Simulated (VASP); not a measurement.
An input for Ansatz (written as the equivalent of a VASP run, and not itself run):

Ansatz 0.2 input:
```yaml
crystal:
  lattice:
    - [2.6952107, -2.6952869, 0.0000000]
    - [2.6952107, 2.6952869, 0.0000000]
    - [0.0000000, 0.0000000, 9.8073599]
  atoms:
    - { symbol: Sn, position: [0.7436840, 0.2563160, 0.8676291] }
    - { symbol: Sn, position: [0.2563160, 0.7436840, 0.1323709] }
    - { symbol: Sn, position: [0.7563160, 0.2436840, 0.3676291] }
    - { symbol: Sn, position: [0.2436840, 0.7563160, 0.6323709] }
    - { symbol: O, position: [0.2560934, 0.2439066, 0.2500000] }
    - { symbol: O, position: [0.7439066, 0.7560934, 0.7500000] }
    - { symbol: O, position: [0.2439066, 0.2560934, 0.7500000] }
    - { symbol: O, position: [0.7560934, 0.7439066, 0.2500000] }
kpoints:
  mp_grid: { grid: [5, 5, 2] }
hamiltonian:
  xc: r2scan
  pseudopotentials: { kind: paw }
scf:
  occupations: { method: gaussian, width: 0.05 }
  max_iter: 100
relax:
  max_steps: 60
  f_tol: 0.02
  cell: {}
output: { forces: true, stress: true, eigenvalues: true }
```

Q: Write the VASP files for the same calculation (r2SCAN).

A: One answer among several that fit: 
POSCAR:
```
SnO
1
    2.6952107181    -2.6952869053    -0.0000000000
    2.6952107181     2.6952869053     0.0000000000
    0.0000000000    -0.0000000000     9.8073598827
Sn O
4 4
Direct
  0.7436840099   0.2563159901   0.8676291443
  0.2563159901   0.7436840099   0.1323708557
  0.7563159901   0.2436840099   0.3676291443
  0.2436840099   0.7563159901   0.6323708557
  0.2560933744   0.2439066256   0.2500000000
  0.7439066256   0.7560933744   0.7500000000
  0.2439066256   0.2560933744   0.7500000000
  0.7560933744   0.7439066256   0.2500000000
```

KPOINTS:
```
kpoints
0
Gamma
 5 5 2
0 0 0
```

### INCAR
```
SYSTEM = SnO
PREC = Accurate; ENCUT = 520; LREAL = .FALSE.
LASPH = .TRUE.
EDIFF = 1E-6; NELM = 100; ALGO = Normal
LMAXMIX = 4; LMIXTAU = .TRUE.
ISMEAR = 0; SIGMA = 0.05
METAGGA = R2SCAN
IBRION = 2; NSW = 60; ISIF = 3
EDIFFG = -0.02
LWAVE = .FALSE.; LCHARG = .FALSE.
```

POTCAR, in this order: Sn_d O (PBE.64 set). Program: vasp_std.

Limits of the translation: each code has its own PAW files, so the cut-off isn't converted (ENCUT is set for VASP's; basis.ecutwfc is left out, and Ansatz then takes the one that its files recommend); Ansatz stops its SCF on the density residual and VASP on the energy change (EDIFF).

The structure comes from a computed database's SnO entry (Cmce); how it stands against other phases isn't given here. This run relaxes it. Symmetry was kept, so distortions that lower it aren't found. The start is the result of an earlier pass.
